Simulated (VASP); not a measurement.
## Li3NbP2: single point with r2SCAN

Li3NbP2:

```
CELL_PARAMETERS angstrom
4.78043 0.00000 0.00000
-2.39021 4.13997 0.00000
0.00000 0.00000 4.02314
ATOMIC_POSITIONS crystal
Li 0.00000 0.50000 0.50000
Li 0.50000 0.00000 0.50000
Li 0.50000 0.50000 0.50000
Nb 0.00000 0.00000 0.00000
P 0.33333 0.66667 0.00000
P 0.66667 0.33333 0.00000
```

The cell was built by a generator and needn't be a form met in nature.

```json
{"Program": "VASP 6.6.1", "Task": "single point", "Functional": "r2SCAN", "Potentials or basis": "VASP PAW PBE potentials, release 64 (Li_GW, Nb_sv_GW, P_GW)", "Cutoff": "550 eV", "k mesh": "7 × 7 × 7", "Occupations": "tetrahedron", "Spin": "no spin polarisation", "Further INCAR settings": "PREC = Normal; LASPH = .FALSE.; ALGO = Normal; EDIFF = 1.00e-06; NBANDS = 22"}
```

```json
{
 "Pressure": "-0.6 GPa",
 "Band gap on the k mesh": "none (metal or under the smearing width)"
}
```

Stress tensor (GPa, compression positive):
```
-0.68  0.00  0.00
 0.00 -0.68  0.00
 0.00  0.00 -0.43
```

Levels at points of the mesh, in eV from the Fermi level:
```csv
k point,band 9,band 10,band 11,band 12,band 13,band 14,band 15,band 16,band 17,band 18
"(0.00, 0.00, 0.00)",-3.89,-1.72,-1.24,-1.24,0.39,0.68,0.68,3.88,3.88,4.22
```

Run time: 3.2 min on 1 thread of Intel(R) Xeon(R) Platinum 8488C (Sapphire Rapids), on a shared host, peak memory 0.28 GiB.

Caveat: the PAW data sets were made with another functional, which shifts forces and pressure a little; tetrahedron occupations give inexact forces and stress in metals.
